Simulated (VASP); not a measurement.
## Converging a slab model of Li(110)

How far does the level below the vacuum of Li(110) depend on the numerical settings, and how far on the functional?

Method: PBEsol; plane waves and PAW (Li), in the first sound run; inputs show where later runs differ, in VASP 6.6.1.

### 1. The structure

The cell holds 7 atoms: 7 Li. Its edges and angles: a = 3.022 Å, b = 3.022 Å, c = 32.807 Å, α = 90.0°, β = 90.0°, γ = 70.5°. Vacuum lies along c.

As a file:

```xyz
7
Lattice="2.4678 -1.7450 0.0000 2.4678 1.7450 0.0000 0.0000 0.0000 32.8068" Properties=species:S:1:pos:R:3
Li    0.0000    0.0000    9.0000
Li    2.4678    0.0000   11.4678
Li    0.0000    0.0000   13.9356
Li    2.4678    0.0000   16.4034
Li    0.0000    0.0000   18.8712
Li    2.4678    0.0000   21.3390
Li    0.0000    0.0000   23.8068
```

### 2. The base run

The base run sets the number that all others are held against.

The input, INCAR:

```
SYSTEM = Li
PREC = Normal
ENCUT = 350
EDIFF = 1E-06
NELM = 120
ISMEAR = 1
SIGMA = 0.1
LREAL = .FALSE.
ALGO = Normal
GGA = PS
NBANDS = 10
LORBIT = 11
LWAVE = .FALSE.
LCHARG = .FALSE.
KPAR = 4
IDIPOL = 3
LDIPOL = .TRUE.
DIPOL = 0.5 0.5 0.5
LVHAR = .TRUE.
LVACPOTAV = .TRUE.
NEDOS = 1500
```

The input, POSCAR:

```
Li
1.0
    2.4678026663     -1.7450000000      0.0000000000
    2.4678026663      1.7450000000      0.0000000000
    0.0000000000      0.0000000000     32.8068159980
Li
7
Direct
    0.0000000000      0.0000000000      0.2743332361
    0.5000000000      0.5000000000      0.3495554908
    0.0000000000      0.0000000000      0.4247777454
    0.5000000000      0.5000000000      0.5000000000
    0.0000000000      0.0000000000      0.5752222546
    0.5000000000      0.5000000000      0.6504445092
    0.0000000000      0.0000000000      0.7256667639
```

The input, KPOINTS:

```
Automatic mesh
0
Gamma
9 9 1
0 0 0
```

PAW data sets: Li (PBE family, release 64).

Started as:

```bash
$ mpirun -np 4 vasp_std
```

What it wrote:

```text
[banner, memory and clock lines left out]
running    4 mpi-ranks, on    1 nodes
 distrk:  each k-point on    1 cores,    4 groups
 distr:  one band on    1 cores,    1 groups

 POSCAR found type information on POSCAR Li
 POSCAR found :  1 types and       7 ions
|                                                                             |
|               ----> ADVICE to this user running VASP <----                  |
|                                                                             |
|     You enforced a specific xc type in the INCAR file but a different       |
|     [... a line on the potential file left out ...]
|     I HOPE YOU KNOW WHAT YOU ARE DOING!                                     |
|                                                                             |

 LDA part: xc-table for (Slater+PW92), standard interpolation
 POSCAR, INCAR and KPOINTS ok, starting setup
 FFT: planning ... GRIDC
 FFT: planning ... GRID_SOFT
 FFT: planning ... GRID
 WAVECAR not read
 entering main loop
       N       E                     dE             d eps       ncg     rms          rms(c)
DAV:   1    -0.522262294998E+01   -0.52226E+01   -0.15391E+03   500   0.299E+02
DAV:   2    -0.136543716552E+02   -0.84317E+01   -0.82217E+01   738   0.370E+01
DAV:   3    -0.140140678466E+02   -0.35970E+00   -0.35624E+00   670   0.809E+00
DAV:   4    -0.140261348104E+02   -0.12067E-01   -0.12045E-01   766   0.175E+00
DAV:   5    -0.140267518665E+02   -0.61706E-03   -0.61703E-03   790   0.333E-01    0.137E+00
DAV:   6    -0.141429054616E+02   -0.11615E+00   -0.19104E+01   684   0.638E+00    0.213E+00
DAV:   7    -0.133001728958E+02    0.84273E+00   -0.10229E+01   698   0.455E+00    0.610E-01
DAV:   8    -0.131821641650E+02    0.11801E+00   -0.92910E-01   720   0.151E+00    0.401E-01
DAV:   9    -0.131774724101E+02    0.46918E-02   -0.34215E-01   702   0.110E+00    0.203E-01
DAV:  10    -0.131610649899E+02    0.16407E-01   -0.25556E-01   678   0.776E-01    0.190E-01
DAV:  11    -0.131584038746E+02    0.26611E-02   -0.54857E-02   692   0.448E-01    0.614E-02
DAV:  12    -0.131608380504E+02   -0.24342E-02   -0.93488E-03   598   0.256E-01    0.561E-02
DAV:  13    -0.131609449262E+02   -0.10688E-03   -0.37743E-03   660   0.145E-01    0.249E-02
DAV:  14    -0.131619927054E+02   -0.10478E-02   -0.70496E-04   674   0.783E-02    0.118E-02
DAV:  15    -0.131622296024E+02   -0.23690E-03   -0.25633E-04   634   0.504E-02    0.597E-03
DAV:  16    -0.131625327310E+02   -0.30313E-03   -0.10717E-04   552   0.323E-02    0.321E-03
DAV:  17    -0.131625432429E+02   -0.10512E-04   -0.26060E-05   640   0.122E-02    0.158E-03
DAV:  18    -0.131625582271E+02   -0.14984E-04   -0.45173E-06   552   0.705E-03    0.691E-04
DAV:  19    -0.131625613933E+02   -0.31663E-05   -0.89283E-07   522   0.290E-03    0.438E-04
DAV:  20    -0.131625730681E+02   -0.11675E-04   -0.84647E-07   498   0.199E-03    0.310E-04
DAV:  21    -0.131625752244E+02   -0.21564E-05   -0.15053E-07   508   0.920E-04    0.135E-04
DAV:  22    -0.131625772282E+02   -0.20038E-05   -0.20792E-07   472   0.831E-04    0.502E-05
DAV:  23    -0.131625772811E+02   -0.52837E-07   -0.38024E-09   320   0.170E-04
|                                                                             |
|           W    W    AA    RRRRR   N    N  II  N    N   GGGG   !!!           |
|           W    W   A  A   R    R  NN   N  II  NN   N  G    G  !!!           |
|           W    W  A    A  R    R  N N  N  II  N N  N  G       !!!           |
|           W WW W  AAAAAA  RRRRR   N  N N  II  N  N N  G  GGG   !            |
|           WW  WW  A    A  R   R   N   NN  II  N   NN  G    G                |
|           W    W  A    A  R    R  N    N  II  N    N   GGGG   !!!           |
|                                                                             |
|     Did not find any points to average over, which means that no vacuum     |
|     field-free region was found. Please increase the size of  your cell     |
|     in the dimension of the dipole correction to obtain accurate            |
|     workfunction values.                                                    |
|                                                                             |

   1 F= -.13162577E+02 E0= -.13162093E+02  d E =-.145211E-02
```

Elapsed: 5.6 s, on 4 MPI ranks of Intel Xeon 6975P-C (Granite Rapids), shared host; peak memory 0.71 GiB; 21 s of CPU time.

The logs omit lines about the potential files and the build; timing stands in the text.

Parts of OUTCAR (step 2):

```text
ion  position               nearest neighbor table
   1  0.000  0.000  0.274-   2 3.02   2 3.02
   2  0.500  0.500  0.350-   3 3.02   3 3.02   1 3.02   1 3.02
   3  0.000  0.000  0.425-   2 3.02   4 3.02   2 3.02   4 3.02
   4  0.500  0.500  0.500-   3 3.02   5 3.02   3 3.02   5 3.02
   5  0.000  0.000  0.575-   4 3.02   6 3.02   4 3.02   6 3.02
   6  0.500  0.500  0.650-   5 3.02   5 3.02   7 3.02   7 3.02
   7  0.000  0.000  0.726-   6 3.02   6 3.02

  LATTYP: Found a base centered orthorhombic cell.
 ALAT       =     3.4900000000
 B/A-ratio  =     1.4142135623
 C/A-ratio  =     9.4002338103

 Subroutine GETGRP returns: Found  8 space group operations
 (whereof  8 operations were pure point group operations)

The static configuration has the point symmetry D_2h.

 Found     25 irreducible k-points:

   k-points           NKPTS =     25   k-points in BZ     NKDIM =     25   number of bands    NBANDS=     10

   dimension x,y,z NGX =    14 NGY =   14 NGZ =  150
   dimension x,y,z NGXF=    28 NGYF=   28 NGZF=  300

   ENCUT  =  350.0 eV  25.72 Ry    5.07 a.u.   4.61  4.61 50.04*2*pi/ulx,y,z

   NELECT =       7.0000    total number of electrons

 k-points in reciprocal lattice and weights: Automatic mesh
   0.00000000  0.00000000  0.00000000       0.012
   0.11111111  0.00000000  0.00000000       0.049
   0.22222222  0.00000000  0.00000000       0.049
   0.33333333  0.00000000  0.00000000       0.049
   0.44444444  0.00000000  0.00000000       0.049
   0.11111111  0.11111111  0.00000000       0.025
   0.22222222  0.11111111  0.00000000       0.049
   0.33333333  0.11111111  0.00000000       0.049
   0.44444444  0.11111111  0.00000000       0.049
[...]
0.44444444  0.44444444  0.00000000       0.025
  -0.44444444  0.44444444  0.00000000       0.025

 dipolmoment           0.000000      0.000000     -0.000000 electrons x Angstroem

 average (electrostatic) potential at core
       1 -32.4594       2 -31.9981       3 -31.9811       4 -31.9622       5 -31.9811
       6 -31.9981       7 -32.4594

 E-fermi :  -1.2988

 k-point     1 :       0.0000    0.0000    0.0000
  band No.  band energies     occupation
    ...
      3      -4.1669      2.00000
      4      -3.6176      2.00000
      5      -2.9135      2.00000
      6      -2.1195      2.00000
      7      -1.3848      2.00781
      8      -1.0461     -0.00205
      9       1.5468      0.00000
     10       1.7525      0.00000

 k-point     2 :       0.1111    0.0000    0.0000
  band No.  band energies     occupation
    ...
      2      -4.3720      2.00000
      3      -3.9932      2.00000
      4      -3.4428      2.00000
      5      -2.7355      2.00000
      6      -1.9330      2.00000
      7      -1.1781     -0.07081
      8      -0.8211     -0.00000
      9       1.7259      0.00000
     10       1.9563      0.00000

 k-point     3 :       0.2222    0.0000    0.0000
  band No.  band energies     occupation
    ...
      2      -3.8535      2.00000
      3      -3.4758      2.00000
      4      -2.9258      2.00000
      5      -2.2147      2.00000
      6      -1.3939      2.03847
      7      -0.5779     -0.00000
      8      -0.1467     -0.00000
      9       2.0658      0.00000
     10       2.5095      0.00000

  Total       -0.4177407     -0.5228942     -0.5751872      0.0000000      0.0000000      0.0000000
  in kB       -2.3687403     -2.9649982     -3.2615187      0.0000000      0.0000000      0.0000000
  external PRESSURE =      -2.8650857 kB  Pullay stress =       0.0000000 kB

  energy-cutoff  :      350.00
  volume of cell :      282.55
      direct lattice vectors                 reciprocal lattice vectors
     2.467802666 -1.745000000  0.000000000     0.202609393 -0.286532951  0.000000000
     2.467802666  1.745000000  0.000000000     0.202609393  0.286532951  0.000000000
     0.000000000  0.000000000 32.806815998     0.000000000  0.000000000  0.030481471

 POSITION                                       TOTAL-FORCE (eV/Angst)
 -----------------------------------------------------------------------------------
      0.00000      0.00000      9.00000         0.000000      0.000000      0.082755
      2.46780      0.00000     11.46780        -0.000000      0.000000     -0.055338
      0.00000      0.00000     13.93561        -0.000000      0.000000     -0.021523
      2.46780      0.00000     16.40341        -0.000000     -0.000000      0.000000
      0.00000      0.00000     18.87121        -0.000000      0.000000      0.021523
      2.46780      0.00000     21.33901        -0.000000      0.000000      0.055338
      0.00000      0.00000     23.80682         0.000000      0.000000     -0.082755
 -----------------------------------------------------------------------------------
    total drift:                               -0.000000      0.000000     -0.000000

  FREE ENERGIE OF THE ION-ELECTRON SYSTEM (eV)
  ---------------------------------------------------
  free  energy   TOTEN  =       -13.1625772811 eV

  energy  without entropy=      -13.1611251752  energy(sigma->0) =      -13.16209325

 vacuum level on the upper side and lower side of the slab         1.973         1.973

 total charge
# of ion       s       p       d       tot
------------------------------------------
    1        0.114   0.073   0.000   0.188
    2        0.110   0.094   0.000   0.204
    3        0.110   0.094   0.000   0.204
    4        0.110   0.094   0.000   0.205
    5        0.110   0.094   0.000   0.204
    6        0.110   0.094   0.000   0.204
    7        0.114   0.073   0.000   0.188
--------------------------------------------------
tot          0.780   0.616   0.000   1.396

[... 3 further parts left out ...]
```

This run has no spin polarisation. Its electron count is odd, so without a moment it is a metal by construction. The PAW data sets were made with PBE, which is usual practice but a small mismatch for other functionals.

Numbers from this step:

```yaml
electronic_cycles: 23
electrons: 7
free_energy_toten: -13.16 eV
energy_at_zero_smearing: -13.16 eV
fermi_energy: -1.299 eV
labelled_metallic_from_the_levels_on_this_mesh: yes
dipole_moment: 0, 0, 0 e·Å
vacuum_levels: 1.973, 1.973 eV
work_functions_of_the_upper_and_lower_face: 3.272, 3.272 eV
highest_filled_level_below_the_vacuum: 3.272 eV
```

The planar average of the electrostatic potential oscillates, so the rows of the table below give means over windows of 2.41 Å about each position, cut where the curve ends. Its maxima inside the range that stand out by 2 % of the span (Å: eV): 10.3: 1.81, 12.7: 1.87, 15.2: 1.87, 17.6: 1.87, 20.1: 1.87, 22.5: 1.81. Its minima: 9.0: -3.38, 11.5: -3.05, 13.9: -3.02, 16.4: -3.02, 18.9: -3.02, 21.3: -3.05, 23.8: -3.38.

Zero at the Fermi level. Planar average of the electrostatic potential against height; means over each step:

height (Å), planar average of the electrostatic potential (eV) and a bar from the least value:
```
     1.21       3.27 ##############################
     3.62       3.27 ##############################
     6.03       3.15 #############################
     8.44      -0.41 
    10.85      -0.33 #
    13.26      -0.29 #
    15.67      -0.26 #
    18.08      -0.27 #
    20.48      -0.26 #
    22.90      -0.38 
    25.30       1.65 #################
    27.72       3.25 ##############################
    30.12       3.27 ##############################
    32.54       3.27 ##############################
```

Density of states in the PAW spheres, an atom over height of the layer and energy from the Fermi level.

Ten even steps from '0' (0.000 states/eV) to '9' (0.138 states/eV), each cell a mean:
```
9999999
7667667
6666666
6676766
4444444
4444444
3444443
2323232
2323232
1211121
0000000
0000000
0000000
0000000
0000000
0000000
0000000
0000000
0000000
0000000
0000000
0000000
```
Columns: height of the layer (Å) from 9 to 23.8; rows upwards: energy from the Fermi level (eV) from -7.9 to 0.5.

Force by atom:

| atom | x (eV/Å) | y (eV/Å) | z (eV/Å) | size |
| --- | --- | --- | --- | --- |
| Li1 | 0.0000 | 0.0000 | 0.0828 | 0.0828 |
| Li2 | 0.0000 | 0.0000 | -0.0553 | 0.0553 |
| Li3 | 0.0000 | 0.0000 | -0.0215 | 0.0215 |
| Li4 | 0.0000 | 0.0000 | 0.0000 | 0.0000 |
| Li5 | 0.0000 | 0.0000 | 0.0215 | 0.0215 |
| Li6 | 0.0000 | 0.0000 | 0.0553 | 0.0553 |
| Li7 | 0.0000 | 0.0000 | -0.0828 | 0.0828 |

The highest filled level lies 3.27 eV below the vacuum at the upper face.

Only the dipole across the slab is computed (IDIPOL = 3); zeros along the plane are no results.

The map of layer states is cut here 0.5 eV above the Fermi level, so it leaves out the states above that.

### 3. Another mesh, mesh points along a 3, k-mesh 3×3×1

The mesh decides how well the Fermi level or the band edge is found.

INCAR, as its differences from that of step 2:

```diff
@@ -14,3 +14,3 @@
 LCHARG = .FALSE.
-KPAR = 4
+NCORE = 4
 IDIPOL = 3
@@ -20,2 +20 @@
 LVACPOTAV = .TRUE.
-NEDOS = 1500
```

POSCAR is that of step 2.

The input, KPOINTS:

```
Automatic mesh
0
Gamma
3 3 1
0 0 0
```

Started as:

```bash
$ mpirun -np 4 vasp_std
```

What it wrote:

```text
[banner, memory and clock lines left out]
running    4 mpi-ranks, on    1 nodes
 distrk:  each k-point on    4 cores,    1 groups
 distr:  one band on    4 cores,    1 groups

 POSCAR found type information on POSCAR Li
 POSCAR found :  1 types and       7 ions
 [... a notice as in an earlier step ...]

 LDA part: xc-table for (Slater+PW92), standard interpolation
 POSCAR, INCAR and KPOINTS ok, starting setup
 FFT: planning ... GRIDC
 FFT: planning ... GRID_SOFT
 FFT: planning ... GRID
 WAVECAR not read
 entering main loop
       N       E                     dE             d eps       ncg     rms          rms(c)
DAV:   1    -0.598104243581E+01   -0.59810E+01   -0.14858E+03    80   0.284E+02
DAV:   2    -0.141866496166E+02   -0.82056E+01   -0.79151E+01   112   0.360E+01
DAV:   3    -0.144829048851E+02   -0.29626E+00   -0.29587E+00    98   0.736E+00
DAV:   4    -0.144946774460E+02   -0.11773E-01   -0.11772E-01   124   0.183E+00
DAV:   5    -0.144948040663E+02   -0.12662E-03   -0.12662E-03   124   0.160E-01    0.135E+00
DAV:   6    -0.141795559136E+02    0.31525E+00   -0.11620E+01    86   0.560E+00    0.143E+00
DAV:   7    -0.138035443559E+02    0.37601E+00   -0.48358E+00    96   0.371E+00    0.663E-01
DAV:   8    -0.136751869675E+02    0.12836E+00   -0.50359E-01    94   0.124E+00    0.384E-01
DAV:   9    -0.136578080773E+02    0.17379E-01   -0.13398E-01    96   0.878E-01    0.176E-01
DAV:  10    -0.136549463579E+02    0.28617E-02   -0.36576E-01    94   0.866E-01    0.344E-01
DAV:  11    -0.136416246840E+02    0.13322E-01   -0.18746E-01    92   0.680E-01    0.736E-02
DAV:  12    -0.136436043531E+02   -0.19797E-02   -0.54177E-03    92   0.235E-01    0.698E-02
DAV:  13    -0.136428087430E+02    0.79561E-03   -0.47139E-03    86   0.146E-01    0.343E-02
DAV:  14    -0.136435300695E+02   -0.72133E-03   -0.15727E-03    92   0.823E-02    0.203E-02
DAV:  15    -0.136443537653E+02   -0.82370E-03   -0.62224E-04    92   0.756E-02    0.671E-03
DAV:  16    -0.136446563033E+02   -0.30254E-03   -0.13735E-04    88   0.406E-02    0.724E-03
DAV:  17    -0.136446613994E+02   -0.50960E-05   -0.15155E-05    86   0.139E-02    0.287E-03
DAV:  18    -0.136446787112E+02   -0.17312E-04   -0.86935E-06    86   0.109E-02    0.116E-03
DAV:  19    -0.136446839791E+02   -0.52679E-05   -0.31106E-06    88   0.496E-03    0.716E-04
DAV:  20    -0.136446898132E+02   -0.58341E-05   -0.11676E-06    82   0.258E-03    0.388E-04
DAV:  21    -0.136446987245E+02   -0.89114E-05   -0.17528E-06    76   0.228E-03    0.592E-04
DAV:  22    -0.136447007692E+02   -0.20446E-05   -0.69531E-07    80   0.137E-03    0.105E-04
DAV:  23    -0.136447013017E+02   -0.53255E-06   -0.28717E-08    72   0.487E-04
 [... a notice as in an earlier step ...]

   1 F= -.13644701E+02 E0= -.13638294E+02  d E =-.192226E-01
```

It took 1.6 s on 4 MPI ranks; peak memory 0.42 GiB; 4.8 s of CPU time.

Parts of OUTCAR (step 3):

```text
The static configuration has the point symmetry D_2h.

 Found      4 irreducible k-points:

   k-points           NKPTS =      4   k-points in BZ     NKDIM =      4   number of bands    NBANDS=     10

   NELECT =       7.0000    total number of electrons

 E-fermi :  -1.3510

 k-point     1 :       0.0000    0.0000    0.0000
  band No.  band energies     occupation
    ...
      2      -4.4393      2.00000
      3      -4.0326      2.00000
      4      -3.4962      2.00000
      5      -2.8460      2.00000
      6      -2.0522      2.00000
      7      -1.3052      0.30789
      8      -0.9710     -0.00000
      9       1.4839      0.00000
     10       1.6907      0.00000

 k-point     2 :       0.3333   -0.0000    0.0000
  band No.  band energies     occupation
      1      -3.1163      2.00000
      2      -2.8928      2.00000
      3      -2.5027      2.00000
      4      -1.9825      2.00000
      5      -1.3495      0.97451
      6      -0.5651     -0.00000
      7       0.2658     -0.00000
      8       1.0484      0.00000
      9       1.7394      0.00000
     10       2.3806      0.00000

  Total        0.9788343     -2.0074487     -1.2382420      0.0000000      0.0000000      0.0000000
  in kB        5.5503429    -11.3829572     -7.0212783      0.0000000      0.0000000      0.0000000
  external PRESSURE =      -4.2846308 kB  Pullay stress =       0.0000000 kB

 POSITION                                       TOTAL-FORCE (eV/Angst)
 -----------------------------------------------------------------------------------
      0.00000      0.00000      9.00000         0.000000      0.000000      0.165125
      2.46780      0.00000     11.46780        -0.000000      0.000000     -0.133845
      0.00000      0.00000     13.93561        -0.000000      0.000000      0.022633
      2.46780      0.00000     16.40341        -0.000000      0.000000      0.000000
      0.00000      0.00000     18.87121        -0.000000      0.000000     -0.022633
      2.46780      0.00000     21.33901        -0.000000      0.000000      0.133845
      0.00000      0.00000     23.80682         0.000000      0.000000     -0.165125
 -----------------------------------------------------------------------------------
    total drift:                                0.000000     -0.000000     -0.000000

  FREE ENERGIE OF THE ION-ELECTRON SYSTEM (eV)
  ---------------------------------------------------
  free  energy   TOTEN  =       -13.6447013017 eV

  energy  without entropy=      -13.6254786640  energy(sigma->0) =      -13.63829376

 vacuum level on the upper side and lower side of the slab         1.851         1.851

 total charge
# of ion       s       p       d       tot
------------------------------------------
    1        0.113   0.077   0.000   0.190
    2        0.110   0.091   0.000   0.201
    3        0.114   0.092   0.000   0.206
    4        0.111   0.092   0.000   0.203
    5        0.114   0.092   0.000   0.206
    6        0.110   0.091   0.000   0.201
    7        0.113   0.077   0.000   0.190
--------------------------------------------------
tot          0.785   0.612   0.000   1.398

[... 7 parts as in an earlier step ...]

[... 4 further parts left out ...]
```

This step gave:

```yaml
free_energy_toten: -13.64 eV
energy_at_zero_smearing: -13.64 eV
fermi_energy: -1.351 eV
vacuum_levels: 1.851, 1.851 eV
work_functions_of_the_upper_and_lower_face: 3.202, 3.202 eV
highest_filled_level_below_the_vacuum: 3.202 eV
```

Force by atom:

| atom | x (eV/Å) | y (eV/Å) | z (eV/Å) | size |
| --- | --- | --- | --- | --- |
| Li1 | 0.000 | 0.000 | 0.165 | 0.165 |
| Li2 | 0.000 | 0.000 | -0.134 | 0.134 |
| Li3 | 0.000 | 0.000 | 0.023 | 0.023 |
| Li4 | 0.000 | 0.000 | 0.000 | 0.000 |
| Li5 | 0.000 | 0.000 | -0.023 | 0.023 |
| Li6 | 0.000 | 0.000 | 0.134 | 0.134 |
| Li7 | 0.000 | 0.000 | -0.165 | 0.165 |

Against the base run its depth below the vacuum changes by -0.07 eV and the energy by -68.0 meV an atom.

(Continued in part 2 of 4.)

[Lines on the potential files, build, host, timing and source positions are cut from VASP's logs without a mark.]

[Logs are printed without paths, hosts, clocks, repeated set-up lines and the standing remarks that a program may print on its own settings, such as how far it seeks lower states.]

[Hosts, paths, dates, database ids (printed as entryN), source tags and the programs' standing remarks are cut or masked in the printed files.]

[In band tables of VASP the shares of atoms and orbitals are scaled to a sum of 1 inside the atoms' spheres.]

[Runs that stopped without an error message from VASP are left out.]
